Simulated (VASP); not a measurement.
Output of a VASP run:

OSZICAR:
```
       N       E                     dE             d eps       ncg     rms          rms(c)
DAV:   1     0.233474853396E+03    0.23347E+03   -0.17489E+04  1056   0.202E+03
DAV:   2     0.476314103475E+01   -0.22871E+03   -0.22326E+03  1092   0.387E+02
DAV:   3    -0.166615107223E+02   -0.21425E+02   -0.21337E+02  1260   0.122E+02
DAV:   4    -0.171463386115E+02   -0.48483E+00   -0.48423E+00  1236   0.187E+01
DAV:   5    -0.171558850020E+02   -0.95464E-02   -0.95455E-02  1314   0.259E+00    0.134E+01
DAV:   6    -0.162330062871E+02    0.92288E+00   -0.22833E+00  1436   0.497E+01    0.986E+00
DAV:   7    -0.162520940121E+02   -0.19088E-01   -0.25130E+00  1104   0.981E+00    0.360E+00
DAV:   8    -0.162138966255E+02    0.38197E-01   -0.10711E-01  1464   0.328E+00    0.125E+00
DAV:   9    -0.162092190987E+02    0.46775E-02   -0.43137E-02  1440   0.237E+00    0.355E-01
DAV:  10    -0.162092353750E+02   -0.16276E-04   -0.10411E-03  1304   0.515E-01    0.262E-01
DAV:  11    -0.162092602910E+02   -0.24916E-04   -0.88547E-05  1290   0.816E-02    0.563E-02
DAV:  12    -0.162092492605E+02    0.11031E-04   -0.57838E-05  1454   0.189E-01    0.422E-02
DAV:  13    -0.162092501178E+02   -0.85735E-06   -0.84313E-06  1206   0.230E-02
   1 F= -.11973080E+02 E0= -.11973080E+02  d E =-.119731E+02
```

### OUTCAR
```
------------------------ aborting loop because EDIFF is reached ----------------------------------------
  FORCE on cell =-STRESS in cart. coord.  units (eV):
  Direction    XX          YY          ZZ          XY          YZ          ZX
  --------------------------------------------------------------------------------------
  Total        4.1905104      4.1905103      4.2596065      0.0000000      0.0000000      0.0000000
  in kB       98.9221449     98.9221419    100.5532433      0.0000000      0.0000000      0.0000000
  external PRESSURE =      -0.5341566 kB  Pullay stress =     100.0000000 kB
  volume of cell :       67.87
      direct lattice vectors                 reciprocal lattice vectors
     1.811911382 -3.138322526  0.000000000     0.275951686 -0.159320782  0.000000000
     1.811911382  3.138322526  0.000000000     0.275951686  0.159320782  0.000000000
     0.000000000  0.000000000  5.967871467     0.000000000  0.000000000  0.167563931
  FREE ENERGIE OF THE ION-ELECTRON SYSTEM (eV)
  ---------------------------------------------------
  free  energy   TOTEN  =       -16.2092501178 eV

  energy  without entropy=      -16.2092501178  energy(sigma->0) =      -16.20925012
  enthalpy is  TOTEN    =       -11.9730799100 eV   P V=        4.2361702078

 reached required accuracy - stopping structural energy minimisation
```
(Selected blocks of OUTCAR.)

**POSCAR**
```
ZnS
1
    1.8119113825    -3.1383225262    -0.0000000000
    1.8119113825     3.1383225262     0.0000000000
    0.0000000000     0.0000000000     5.9678714672
Zn S
2 2
Direct
  0.6666670000   0.3333330000   0.5009996909
  0.3333330000   0.6666670000   0.0009996909
  0.6666670000   0.3333330000   0.8740003091
  0.3333330000   0.6666670000   0.3740003091
```

Problem. Reconstruct the remaining input files.

Solution. One answer among several that fit: the input of the run itself, LDA (Ceperley-Alder, Perdew-Zunger), plane waves, VASP's LDA PAW potentials (set 64).

**INCAR**
```
! general
SYSTEM =ZnS
PREC   =Accurate
ENCUT  =500
LREAL  =F
LASPH  =T

! electronic loop
EDIFF  =1E-6
NELM   =100
ALGO   =Normal
LMAXMIX=4

! smearing
ISMEAR =0
SIGMA  =0.05

! ions
IBRION =2
NSW    =40
ISIF   =3
EDIFFG =-0.02
PSTRESS=100

! output
LWAVE  =F
LCHARG =F
```

KPOINTS:
```
Regular mesh
0
Gamma
  7 7 4
```

POTCAR, in this order: Zn S (LDA.64 set). Program: vasp_std.

The compound is ZnS in the wurtzite structure, the high-temperature form. It was relaxed first under an external pressure of 10 GPa.
